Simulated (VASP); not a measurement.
Given:

```xyz
6
Lattice="4.7885 0.0000 0.0000 0.0000 4.7885 0.0000 0.0000 0.0000 3.2367" Properties=species:S:1:pos:R:3 pbc="T T T"
Sn     0.0000     0.0000     0.0000
Sn     2.3942     2.3942     1.6183
O      1.4659     1.4659     0.0000
O      3.8602     0.9283     1.6183
O      0.9283     3.8602     1.6183
O      3.3226     3.3226     0.0000
```

All values below come from optB86b-vdW, VASP's PBE PAW potentials (set 64) (plane waves; VASP 6.6.1). Numerical set-up: 520 eV cut-off, 5×5×8 Γ-centred mesh, tetrahedra with Blöchl corrections, potentials Sn_d O.

Unless said otherwise, spin-orbit coupling is left out, though it shifts the bands of the heavy elements here.

### Question
What does the run give for the energy per atom (σ→0), band gap (on the k-mesh) with the smallest direct gap where there is one?

### Answer

- band gap (on the k-mesh) = 0.81 eV
- smallest direct gap (on the k-mesh) = 0.81 eV
- energy per atom (σ→0) = -4.181 eV/atom

The compound is SnO2 in the rutile structure. It was relaxed first.
